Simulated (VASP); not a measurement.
Here is the system:

```xyz
2
Lattice="1.4511 -2.5133 0.0000 1.4511 2.5133 0.0000 0.0000 0.0000 2.8291" Properties=species:S:1:pos:R:3 pbc="T T T"
W      0.0000     0.0000     0.0000
C      1.4511     0.8378     1.4146
```

Computed with PBEsol GGA, VASP's PBE PAW potentials (set 64) (plane waves; VASP). Numerical set-up: 600 eV cut-off, 14×14×12 Γ-centred mesh, first-order Methfessel-Paxton smearing of 0.10 eV, potentials W_sv C.

Each row applies one change to this cell, which was relaxed at other settings and keeps the small stress of the first row; at a fixed cut-off the stress holds a Pulay part, so it need not integrate to ΔE exactly. Stress is in GPa, positive when the cell is compressed.

```tsv
change	ΔE (meV/atom)	σxx	σyy	σzz	largest shear component, with its sign (GPa)	largest force (eV/Å)
none	0.0	-0.23	-0.23	0.65	0.00	0.000
uniaxial strain of +2.0 % along x	9.0	-13.72	-5.26	-2.84	0.00	0.110
atom 2 (C) moved by -0.200 Å along y	142.6	11.91	-4.66	9.25	0.00	2.665
atom 1 (W) moved by 0.150 Å along y	82.6	8.09	-3.99	5.60	0.00	2.125
uniaxial strain of -0.5 % along z	1.1	0.69	0.69	5.72	0.00	0.000
biaxial strain of -1.0 % in the yz plane	7.4	4.53	9.23	13.00	0.00	0.074
atom 2 (C) moved by 0.025 Å along z	2.3	-0.12	-0.12	0.86	0.00	0.370
atom 1 (W) moved by 0.100 Å along z	37.1	1.65	1.65	3.73	0.00	1.493
```

Failed runs are left out, and for metals the shear rows, which the mesh's noise covers.

The compound is WC in the wc structure.
